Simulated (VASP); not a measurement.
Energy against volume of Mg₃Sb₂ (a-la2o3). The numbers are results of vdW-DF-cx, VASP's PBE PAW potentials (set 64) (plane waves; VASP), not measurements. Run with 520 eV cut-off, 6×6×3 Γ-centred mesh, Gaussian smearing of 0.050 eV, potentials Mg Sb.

Shape and ions are relaxed at each volume.

```
V (Å³/atom)  E (eV/atom)
-----------  -----------
24.546          -1.41446
25.330          -1.42555
26.113          -1.42900
26.897          -1.42591
```

Question: Fit these four points and predict the energy of the run at 27.680 Å³/atom.

Answer: A cubic in V^(−2/3), the third-order Birch-Murnaghan form, passes through the four points with V0 = 26.12 Å³/atom and B0 = 44 GPa, and gives -1.4172 eV/atom there. The run gave -1.4173 eV/atom, -0.0 meV/atom from the fit; all five points give B0 = 44 GPa.

The compound is Mg3Sb2 in the a-la2o3 structure. It was relaxed first.
